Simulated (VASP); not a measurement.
The system is BeZn2Se3.

```
CELL_PARAMETERS angstrom
3.85000 0.00000 0.00000
-1.92500 3.33420 0.00000
0.00000 0.00000 9.44000
ATOMIC_POSITIONS crystal
Be 0.00000 0.00000 0.00000
Zn 0.33333 0.66667 0.33333
Zn 0.66667 0.33333 0.66667
Se 0.00000 0.00000 0.25000
Se 0.66667 0.33333 0.91667
Se 0.33333 0.66667 0.58333
```

The cell was built by a generator and needn't be a form met in nature.

```yaml
Program: VASP 6.6.1
Task: relaxation of cell and atoms
Functional: PBE
Potentials_or_basis: VASP PAW PBE potentials, release 64 (Be, Zn, Se)
Cutoff: 520 eV
k_mesh: 4 × 4 × 2
Occupations: gaussian, width 0.15 eV
Spin: no spin polarisation
```

At the start: pressure 6.1 GPa; volume 20.20 Å³/atom.

**Question.** Where does the relaxation end?

**Answer.** Over 9 steps the energy falls by 66.4 meV/atom and the volume is 21.62 Å³/atom (+7.0 %); space group P3m1 (No. 156, to 0.05 Å).

The path:
```
step  energy change (eV)  largest force (eV/Å)  pressure (GPa)  volume (Å³)
   1              0.0000                1.6014            6.06       121.18
   2             -0.2864                0.5905           -1.63       135.08
   3             -0.2950                0.7059           -1.14       133.18
   4             -0.3510                0.4037           -0.86       131.66
   5             -0.3805                0.3808           -0.06       129.59
   6             -0.3945                0.1926           -0.19       128.99
   7             -0.3965                0.1062            0.13       128.55
   8             -0.3966                0.1080            0.38       128.59
   9             -0.3985                0.0795           -0.13       129.72
```

Final structure:
```cif
data_structure
_symmetry_space_group_name_H-M 'P 1'
_symmetry_Int_Tables_number 1
_cell_length_a 3.9456
_cell_length_b 3.9456
_cell_length_c 9.6218
_cell_angle_alpha 90.000
_cell_angle_beta 90.000
_cell_angle_gamma 120.000
_cell_volume 129.72
loop_
_atom_site_label
_atom_site_type_symbol
_atom_site_fract_x
_atom_site_fract_y
_atom_site_fract_z
_atom_site_occupancy
Be1 Be 0.00000 0.00000 0.00075 1
Zn1 Zn 0.33333 0.66667 0.32537 1
Zn2 Zn 0.66667 0.33333 0.67675 1
Se1 Se 0.00000 0.00000 0.23246 1
Se2 Se 0.66667 0.33333 0.93312 1
Se3 Se 0.33333 0.66667 0.58155 1
```

Caveat: the k mesh is coarse (spacing up to 0.47 Å⁻¹), so the values aren't converged.
